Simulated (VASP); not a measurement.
# AgCl: excitons from the Bethe-Salpeter equation, part 2 of 3

Aim: the optical spectrum of AgCl with the electron-hole interaction. The cell is of the rock-salt type, one of the forms listed for this formula. The start is a computed cell from the Materials Project.

VASP 6.6.1, plane waves and PAW; the level of theory is named at each step.

So far. Step 2 (Ground state): The cell has a gap of 0.892 eV on mesh and path. Spin-orbit coupling is left out, which can shift or reorder these edges. Step 3 (Empty bands): WAVECAR now holds 104 bands for 18 electrons. Its independent-particle dielectric tensor has xx, yy, zz = 5.4, 5.4, 5.4 on this mesh, which isn't tested for convergence in mesh or bands and lacks local fields.

### 4. G0W0

This step: G0W0 on PBE; plane waves and PAW (Ag_GW, Cl_GW) (VASP 6.6.1).

G0W0 keeps orbitals and screening fixed and shifts each of the lowest NBANDSGW levels once. LWAVE keeps the quasiparticle levels in WAVECAR, and the W files hold the screened interaction for the next step.

Contents of INCAR:

```
SYSTEM = AgCl
PREC = Accurate
ENCUT = 300
ISMEAR = 0
SIGMA = 0.01
LREAL = .FALSE.
GGA = PE
NBANDS = 104
ALGO = EVGW0
NELMGW = 1
ENCUTGW = 100
NOMEGA = 48
PRECFOCK = Fast
NBANDSGW = 24
LWAVE = .TRUE.
LCHARG = .FALSE.
```

Contents of POSCAR:

```
AgCl
1.0
    0.0000000000      2.7726629968      2.7726629968
    2.7726629968      0.0000000000      2.7726629968
    2.7726629968      2.7726629968      0.0000000000
Ag Cl
1 1
Direct
    0.0000000000      0.0000000000      0.0000000000
    0.5000000000      0.5000000000      0.5000000000
```

Contents of KPOINTS:

```
Automatic mesh
0
Gamma
6 6 6
0 0 0
```

The projector-augmented-wave data sets are Ag_GW and Cl_GW (PBE family, release 64).

Run with:

```console
> mpirun -np 8 vasp_std
```

Log:

```text
[banner, memory and clock lines left out]
running    8 mpi-ranks, on    1 nodes
 distrk:  each k-point on    8 cores,    1 groups
 distr:  one band on    1 cores,    8 groups

 POSCAR found type information on POSCAR AgCl
 POSCAR found :  2 types and       2 ions
 [... a notice as in an earlier step ...]

|                                                                             |
|           W    W    AA    RRRRR   N    N  II  N    N   GGGG   !!!           |
|           W    W   A  A   R    R  NN   N  II  NN   N  G    G  !!!           |
|           W    W  A    A  R    R  N N  N  II  N N  N  G       !!!           |
|           W WW W  AAAAAA  RRRRR   N  N N  II  N  N N  G  GGG   !            |
|           WW  WW  A    A  R   R   N   NN  II  N   NN  G    G                |
|           W    W  A    A  R    R  N    N  II  N    N   GGGG   !!!           |
|                                                                             |
|     The default for ENCUTGWSOFT is different in this version of VASP.       |
|     please manually set ENCUTGWSOFT =100 in the INCAR file.                 |
|                                                                             |

 LDA part: xc-table for (Slater+PW92), standard interpolation
 found WAVECAR, reading the header
 POSCAR, INCAR and KPOINTS ok, starting setup
 FFT: planning ... GRIDC
 FFT: planning ... GRID_SOFT
 FFT: planning ... GRID
 reading WAVECAR
 the WAVECAR file was read successfully
 initial charge from wavefunction
 available memory per node:     63.25 GB, setting MAXMEM to     64763

 The Fermi energy was updated, please check that it is located mid-gap
 values below the HOMO (VB) or above the LUMO (CB) will cause erroneous energies
 E-fermi :   4.1760

 calculate exact exchange contribution
 the WAVEDER file was read successfully
energies w=
    0.000    0.000    0.399    0.000    0.796    0.000    1.190    0.000
    1.579    0.000    1.962    0.000    2.339    0.000    2.709    0.000
    3.073    0.000    3.429    0.000    3.779    0.000    4.124    0.000
    4.463    0.000    4.799    0.000    5.131    0.000    5.462    0.000
    5.793    0.000    6.125    0.000    6.460    0.000    6.798    0.000
    7.143    0.000    7.496    0.000    7.859    0.000    8.235    0.000
    8.626    0.000    9.035    0.000    9.467    0.000    9.925    0.000
   10.417    0.000   10.945    0.000   11.520    0.000   12.151    0.000
   12.850    0.000   13.631    0.000   14.513    0.000   15.524    0.000
   16.697    0.000   18.080    0.000   19.738    0.000   21.768    0.000
   24.314    0.000   27.604    0.000   32.021    0.000   38.255    0.000
   47.700    0.000   63.646    0.000   96.171    0.000  198.339    0.000
 responsefunction array rank=     120
 LDA part: xc-table for (Slater+PW92), standard interpolation

 min. memory requirement per mpi rank    165.6 MB, per node   1325.1 MB

 allocating   6 responsefunctions rank=   120
 shmem allocating  48 responsefunctions rank=   120
 response function shared by NCSHMEM nodes    1
 Doing            6  frequencies on each core in blocks of           48
NQ=   1    0.0000    0.0000    0.0000,
|.........|.........|.........|.........|.........|.........|.........|.........
 performed        449000 updates of chi_q(r,r)
 total number of BLAS operations         45.89 Gflops
NQ=   2    0.1667    0.0000    0.0000,
|.........|.........|.........|.........|.........|.........|.........|.........
 performed       1357000 updates of chi_q(r,r)
 total number of BLAS operations        111.48 Gflops
NQ=   3    0.3333    0.0000    0.0000,
|.........|.........|.........|.........|.........|.........|.........|.........
 performed       2265000 updates of chi_q(r,r)
 total number of BLAS operations        181.28 Gflops
NQ=   4    0.5000    0.0000    0.0000,
|.........|.........|.........|.........|.........|.........|.........|.........
 performed       2923000 updates of chi_q(r,r)
 total number of BLAS operations        223.98 Gflops
NQ=   5    0.1667    0.1667    0.0000,
|.........|.........|.........|.........|.........|.........|.........|.........
 performed       3716000 updates of chi_q(r,r)
 total number of BLAS operations        283.72 Gflops
NQ=   6    0.3333    0.1667    0.0000,
|.........|.........|.........|.........|.........|.........|.........|.........
 performed       5043000 updates of chi_q(r,r)
 total number of BLAS operations        383.67 Gflops
NQ=   7    0.5000    0.1667    0.0000,
|.........|.........|.........|.........|.........|.........|.........|.........
 performed       6370000 updates of chi_q(r,r)
 total number of BLAS operations        475.55 Gflops
NQ=   8   -0.3333    0.1667    0.0000,
|.........|.........|.........|.........|.........|.........|.........|.........
 performed       7697000 updates of chi_q(r,r)
 total number of BLAS operations        569.41 Gflops
NQ=   9   -0.1667    0.1667    0.0000,
|.........|.........|.........|.........|.........|.........|.........|.........
 performed       8765000 updates of chi_q(r,r)
 total number of BLAS operations        646.53 Gflops
NQ=  10    0.3333    0.3333    0.0000,
|.........|.........|.........|.........|.........|.........|.........|.........
 performed       9558000 updates of chi_q(r,r)
 total number of BLAS operations        695.70 Gflops
NQ=  11    0.5000    0.3333    0.0000,
|.........|.........|.........|.........|.........|.........|.........|.........
 performed      10885000 updates of chi_q(r,r)
 total number of BLAS operations        799.82 Gflops
NQ=  12   -0.3333    0.3333    0.0000,
|.........|.........|.........|.........|.........|.........|.........|.........
 performed      11953000 updates of chi_q(r,r)
 total number of BLAS operations        886.99 Gflops
NQ=  13    0.5000    0.5000    0.0000,
|.........|.........|.........|.........|.........|.........|.........|.........
 performed      12551000 updates of chi_q(r,r)
 total number of BLAS operations        927.55 Gflops
NQ=  14    0.5000    0.3333    0.1667,
|.........|.........|.........|.........|.........|.........|.........|.........
 performed      13888000 updates of chi_q(r,r)
 total number of BLAS operations       1024.14 Gflops
NQ=  15   -0.3333    0.3333    0.1667,
|.........|.........|.........|.........|.........|.........|.........|.........
 performed      15096000 updates of chi_q(r,r)
 total number of BLAS operations       1116.96 Gflops
NQ=  16   -0.3333    0.5000    0.1667,
|.........|.........|.........|.........|.........|.........|.........|.........
 performed      16164000 updates of chi_q(r,r)
 total number of BLAS operations       1209.39 Gflops
 resolving degeneracies of screened two electron integrals

 calculate QP shifts <psi_nk| G(iteration)W_0 |psi_nk>: iteration 1
 writing wavefunctions
 entering main loop
```

It took 84 s on 8 MPI ranks of Intel Xeon Platinum 8488C (Sapphire Rapids), shared host; peak memory 1.8 GiB; 11 min of CPU time.

From OUTCAR (step 4):

```text
The static configuration has the point symmetry O_h .

 Found     16 irreducible k-points:

   k-points           NKPTS =     16   k-points in BZ     NKDIM =    216   number of bands    NBANDS=    104

   NELECT =      18.0000    total number of electrons

 E-fermi :   4.1760

 QP shifts <psi_nk| G(iteration)W_0 |psi_nk>: iteration 1
 for sc-GW calculations column KS-energies equals QP-energies in previous step
 and V_xc(KS)=  KS-energies - (<T + V_ion + V_H > + <T+V_H+V_ion>^1  + <V_x>^1)
 k-point   1 :       0.0000    0.0000    0.0000
  band No.  KS-energies  QP-energies   sigma(KS)   V_xc(KS)     V^pw_x(r,r')   Z            occupation Imag(sigma)
    ...
      6       1.3302      -0.1983     -16.7105     -14.5648     -21.4115       0.7124       2.0000       0.3917
      7       1.3966       0.6229     -15.5761     -14.5296     -18.6114       0.7393       2.0000       0.1554
      8       1.3966       0.6229     -15.5761     -14.5296     -18.6114       0.7393       2.0000       0.1554
      9       1.3966       0.6229     -15.5761     -14.5296     -18.6114       0.7393       2.0000       0.1554
     10       4.6220       4.9220      -9.5723      -9.9436      -5.7921       0.8079       0.0000      -0.0300
     11      14.4597      15.1112      -9.8255     -10.6590      -5.3048       0.7816       0.0000      -0.1484
     12      14.4597      15.1112      -9.8255     -10.6590      -5.3048       0.7816       0.0000      -0.1484
     13      14.4597      15.1112      -9.8255     -10.6590      -5.3048       0.7816       0.0000      -0.1484
    ...

 k-point   2 :       0.1667    0.0000    0.0000
  band No.  KS-energies  QP-energies   sigma(KS)   V_xc(KS)     V^pw_x(r,r')   Z            occupation Imag(sigma)
    ...
      6       1.3792      -0.1886     -16.6051     -14.4235     -21.1352       0.7186       2.0000       0.3612
      7       1.6193       0.2244     -16.3024     -14.3859     -20.3391       0.7278       2.0000       0.3080
      8       2.4288       1.3196     -16.4760     -14.9765     -20.0433       0.7398       2.0000       0.2459
      9       2.4288       1.3196     -16.4760     -14.9765     -20.0433       0.7398       2.0000       0.2459
     10       5.7605       6.1456     -10.3760     -10.8577      -6.6764       0.7995       0.0000      -0.0322
     11      12.5703      13.0341      -9.0811      -9.6707      -4.5879       0.7867       0.0000      -0.1263
     12      13.7752      14.3875      -9.5781     -10.3627      -4.8778       0.7805       0.0000      -0.1713
     13      13.7752      14.3875      -9.5781     -10.3627      -4.8778       0.7805       0.0000      -0.1713
    ...

 k-point   3 :       0.3333    0.0000    0.0000
  band No.  KS-energies  QP-energies   sigma(KS)   V_xc(KS)     V^pw_x(r,r')   Z            occupation Imag(sigma)
    ...
      6       1.5613      -0.0120     -16.8216     -14.6368     -21.3566       0.7201       2.0000       0.3606
      7       1.8383       0.3854     -16.5864     -14.5878     -20.7342       0.7270       2.0000       0.3223
      8       3.3443       2.2629     -16.8772     -15.4377     -20.2930       0.7513       2.0000       0.2391
      9       3.3443       2.2629     -16.8772     -15.4377     -20.2930       0.7513       2.0000       0.2391
     10       7.4074       7.8218      -9.8822     -10.4036      -5.9395       0.7947       0.0000      -0.0504
     11      10.7299      11.2989      -9.8828     -10.6156      -5.1803       0.7765       0.0000      -0.1231
     12      12.0662      12.6362      -9.2816     -10.0064      -4.7537       0.7865       0.0000      -0.1196
     13      12.0662      12.6362      -9.2816     -10.0064      -4.7537       0.7865       0.0000      -0.1196
    ...

[... 7 parts as in an earlier step ...]

[... 5 further parts left out ...]
```

Numbers from this step:

```yaml
quasiparticle_gap_on_the_mesh: 2.26 eV
smallest_direct_quasiparticle_gap_on_the_mesh: 4.299 eV
gap_of_the_starting_orbitals_on_the_mesh: 0.8921 eV
```

GW takes the gap from 0.892 to 2.260 eV. Spin-orbit coupling is left out. The value holds for 104 bands, ENCUTGW = 100 eV and this mesh, and isn't shown to be converged in them.

### 5. BSE, Tamm-Dancoff

This step: BSE on G0W0 on PBE; plane waves and PAW (Ag_GW, Cl_GW) (VASP 6.6.1).

The Bethe-Salpeter equation adds the screened attraction of electron and hole to the quasiparticle pairs; ANTIRES = 0 leaves out the coupling to antiresonant pairs.

Contents of INCAR:

```
SYSTEM = AgCl
PREC = Accurate
ENCUT = 300
ISMEAR = 0
SIGMA = 0.01
LREAL = .FALSE.
GGA = PE
NBANDS = 104
ALGO = BSE
NBANDSO = 5
NBANDSV = 4
OMEGAMAX = 25
NEDOS = 1000
CSHIFT = 0.1
PRECFOCK = Fast
LWAVE = .FALSE.
LCHARG = .FALSE.
ENCUTGW = 100
ANTIRES = 0
```

POSCAR is that of step 4.

KPOINTS is that of step 4.

Run with:

```console
> mpirun -np 8 vasp_std
```

Log:

```text
[banner, memory and clock lines left out]
running    8 mpi-ranks, on    1 nodes
 distrk:  each k-point on    8 cores,    1 groups
 distr:  one band on    1 cores,    8 groups

 POSCAR found type information on POSCAR AgCl
 POSCAR found :  2 types and       2 ions
|                                                                             |
|           W    W    AA    RRRRR   N    N  II  N    N   GGGG   !!!           |
|           W    W   A  A   R    R  NN   N  II  NN   N  G    G  !!!           |
|           W    W  A    A  R    R  N N  N  II  N N  N  G       !!!           |
|           W WW W  AAAAAA  RRRRR   N  N N  II  N  N N  G  GGG   !            |
|           WW  WW  A    A  R   R   N   NN  II  N   NN  G    G                |
|           W    W  A    A  R    R  N    N  II  N    N   GGGG   !!!           |
|                                                                             |
|     For optimal performance we recommend to set                             |
|       NCORE = 2 up to number-of-cores-per-socket                            |
|     NCORE specifies how many cores store one orbital (NPAR=cpu/NCORE).      |
|     This setting can greatly improve the performance of VASP for DFT.       |
|     The default, NCORE=1 might be grossly inefficient on modern             |
|     multi-core architectures or massively parallel machines. Do your        |
|     Unfortunately you need to use the default for GW and RPA                |
|     calculations (for HF NCORE is supported but not extensively tested      |
|     yet).                                                                   |
|                                                                             |

|                                                                             |
|           W    W    AA    RRRRR   N    N  II  N    N   GGGG   !!!           |
|           W    W   A  A   R    R  NN   N  II  NN   N  G    G  !!!           |
|           W    W  A    A  R    R  N N  N  II  N N  N  G       !!!           |
|           W WW W  AAAAAA  RRRRR   N  N N  II  N  N N  G  GGG   !            |
|           WW  WW  A    A  R   R   N   NN  II  N   NN  G    G                |
|           W    W  A    A  R    R  N    N  II  N    N   GGGG   !!!           |
|                                                                             |
|     The default for ENCUTGWSOFT is different in this version of VASP.       |
|     please manually set ENCUTGWSOFT =100 in the INCAR file.                 |
|                                                                             |

 LDA part: xc-table for (Slater+PW92), standard interpolation
 found WAVECAR, reading the header
 POSCAR, INCAR and KPOINTS ok, starting setup
 FFT: planning ... GRIDC
 FFT: planning ... GRID_SOFT
 FFT: planning ... GRID
 reading WAVECAR
 the WAVECAR file was read successfully
 initial charge from wavefunction
 available memory per node:     64.77 GB, setting MAXMEM to     66326

 The Fermi energy was updated, please check that it is located mid-gap
 values below the HOMO (VB) or above the LUMO (CB) will cause erroneous energies
 E-fermi :   3.7920

 the WAVEDER file was read successfully
 responsefunction array rank=     120

 min. memory requirement per mpi rank    118.1 MB, per node    944.9 MB

 Doing            0  frequencies on each core in blocks of            0
 Found all WFULLXXXX.tmp files
 reading now WFULL0001.tmp
 reading now WFULL0002.tmp
 reading now WFULL0003.tmp
 reading now WFULL0004.tmp
 reading now WFULL0005.tmp
 reading now WFULL0006.tmp
 reading now WFULL0007.tmp
 reading now WFULL0008.tmp
 reading now WFULL0009.tmp
 reading now WFULL0010.tmp
 reading now WFULL0011.tmp
 reading now WFULL0012.tmp
 reading now WFULL0013.tmp
 reading now WFULL0014.tmp
 reading now WFULL0015.tmp
 reading now WFULL0016.tmp
 parallelization over k-points
 Using distributed matrix
 Using distributed eigensolver
 allocating two-electron 4 orbital integral table    5    4    5    4
 BSE setting up matrix
 available memory per node:     64.64 GB, setting MAXMEM to     66193
 Calculate matrix elements of the BSE Hamiltonian:
 Workload is divided into blocks of two-electron 4 orbital integrals computed in
  parallel.
 Each block/integral has dimensions  of (   5,   4,   5,   4) orbitals
 Total number of blocks/integrals:                23436
 Number of spins:                                     1
 Number of kpoints:                                 216
 Spin channel:                                        1
  Number of blocks of unoccupied bands:               1
  Number of blocks of occupied bands:                 1
 Number of rows/columns of blocks:                  216

                                                        Time (sec)
               Integrals                 Ranks       Real         CPU
  [         1 -       1728/     23436]     8         1.07        0.00
  [      1729 -       3456/     23436]     8         2.15        0.00
  [      3457 -       5184/     23436]     8         3.21        0.00
  [      5185 -       6912/     23436]     8         4.27        0.00
  [      6913 -       8640/     23436]     8         5.32        0.00
  [      8641 -      10368/     23436]     8         6.35        0.00
  [     10369 -      12096/     23436]     8         7.39        0.00
  [     12097 -      13824/     23436]     8         8.43        0.00
  [     13825 -      15552/     23436]     8         9.49        0.00
  [     15553 -      17280/     23436]     8        10.52        0.00
  [     17281 -      19008/     23436]     8        11.61        0.00
  [     19009 -      20736/     23436]     8        12.67        0.00
  [     20737 -      22464/     23436]     8        13.71        0.00
  [     22465 -      23328/     23436]     8        14.24        0.00
  [     23329 -      23436/     23436]     8        14.37        0.00

 BSE redistributing all elements
 BSE diagonalizing matrix PDSYEVX_ZHEEVX_DESC
 BSE calculating oscillator strength
```

Wall time 26 s (8 MPI ranks); peak memory 2.8 GiB; 3.4 min of CPU time.

OUTCAR, selected parts (step 5):

```text
   NELECT =      18.0000    total number of electrons

 E-fermi :   3.7920

[... 8 parts as in an earlier step ...]

[... 2 further parts left out ...]
```

Numbers from this step:

```
lowest excitation                     : 3.893 eV
direct gap less the lowest excitation : 0.4060 eV
```

The imaginary dielectric function, xx has structure finer than the step of the table below, so its rows give means over 1 eV, whole bins alone (the curve runs from 0 to 25 eV). Peaks (eV: height): 4.4: 8.79, 4.9: 6.53, 6.0: 14.8, 7.1: 4.57, 8.3: 4.95, 9.4: 4.20.

From 5 filled and 4 empty bands alone, without any pair above OMEGAMAX = 25 eV, so strength is missing wherever others contribute; lines are broadened by CSHIFT, which also makes the tail under the first line. Imaginary dielectric function, xx against photon energy; means over each step:

```csv
photon energy (eV),"imaginary dielectric function, xx"
1,0.0182
2,0.0486
3,0.162
4,2.97
5,3.68
6,6.68
7,2.79
8,2.64
9,2.88
10,2.56
11,2.16
12,0.947
13,0.400
14,0.225
15,0.0393
16,0.0172
17,0.0115
18,0.00855
19,0.00664
20,0.00530
21,0.00434
22,0.00360
23,0.00304
24,0.00260
```

Some of the lowest 40 states alone, with states under 2.5 meV apart joined, scaled to the strongest line shown. Exciton lines, with heights relative to the strongest:

```csv
position (eV),lines merged,oscillator strength
3.893,3,34
4.269,2,0.0
4.371,3,100
4.432,6,0.0
4.450,3,0.0
4.466,2,0.0
4.722,2,0.0
4.811,2,0.0
4.849,3,67
4.882,3,0.0
4.891,3,0.0
4.898,1,0.0
```

The lowest excitation lies at 3.893 eV, -406 meV against the direct gap of these orbitals. No second mesh in this session tests these energies, peaks and heights.

[end of part 2 of 3]

[Lines on the potential files, build, host, timing and source positions are cut from VASP's logs without a mark.]

[Logs are printed without paths, hosts, clocks, repeated set-up lines and the standing remarks that a program may print on its own settings, such as how far it seeks lower states.]

[Hosts, paths, dates, database ids (printed as entryN), source tags and the programs' standing remarks are cut or masked in the printed files.]

[Pressures printed for these runs are not shown converged in the cutoff: they can be off by several GPa and have the wrong sign.]
